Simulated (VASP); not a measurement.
An input for Ansatz (written as the equivalent of a VASP run, and not itself run):

Ansatz 0.2 input:
```yaml
crystal:
  lattice:
    - [2.3205000, -4.0192240, 0.0000000]
    - [2.3205000, 4.0192240, 0.0000000]
    - [0.0000000, 0.0000000, 7.5378000]
  atoms:
    - { symbol: Mg, position: [0.6666670, 0.3333330, 0.5000000] }
    - { symbol: Mg, position: [0.3333330, 0.6666670, 0.0000000] }
    - { symbol: Te, position: [0.6666670, 0.3333330, 0.8760000] }
    - { symbol: Te, position: [0.3333330, 0.6666670, 0.3760000] }
kpoints:
  mp_grid: { grid: [5, 5, 3] }
hamiltonian:
  xc: pbe
  pseudopotentials: { kind: paw }
scf:
  occupations: { method: gaussian, width: 0.05 }
  max_iter: 100
output: { forces: true, stress: true, eigenvalues: true }
```

Q: Translate this input to VASP (INCAR, KPOINTS, POSCAR, choice of POTCAR).

A: This is not unique; one that fits is 
**INCAR**
```
! general
SYSTEM  = MgTe
PREC    = Accurate
ENCUT   = 400
LREAL   = .FALSE.
LASPH   = .TRUE.   ! aspherical one-centre terms

! electronic loop
EDIFF   = 1E-3   ! SCF stop (eV)
NELM    = 100
ALGO    = Normal   ! blocked Davidson
LMAXMIX = 4   ! l cut-off of mixed one-centre charges

! smearing
ISMEAR  = 0
SIGMA   = 0.05   ! width (eV)

! functional
GGA     = PE   ! PBE

! ions
ISIF    = 2   ! forces and stress, cell fixed

! output
LWAVE   = .FALSE.
LCHARG  = .FALSE.
```

### KPOINTS
```
Automatic mesh
0
Gamma
5 5 3
0 0 0
```

### POSCAR
```
MgTe
1.0
  2.3205000000  -4.0192240000   0.0000000000
  2.3205000000   4.0192240000   0.0000000000
  0.0000000000   0.0000000000   7.5378000000
Mg Te
2 2
direct
  0.6666670000   0.3333330000   0.5000000000
  0.3333330000   0.6666670000   0.0000000000
  0.6666670000   0.3333330000   0.8760000000
  0.3333330000   0.6666670000   0.3760000000
```

POTCAR, in this order: Mg Te (PBE.64 set). Program: vasp_std.

The two are equivalent in intent, not identical: each code has its own PAW files, so the cut-off isn't converted (ENCUT is set for VASP's; basis.ecutwfc is left out, and Ansatz then takes the one that its files recommend); Ansatz stops its SCF on the density residual and VASP on the energy change (EDIFF).

The compound is MgTe in the wurtzite structure. The cell was not relaxed at this level. The run is one of a series of settings (EDIFF = 1E-3 against the base run), some of them coarse on purpose.
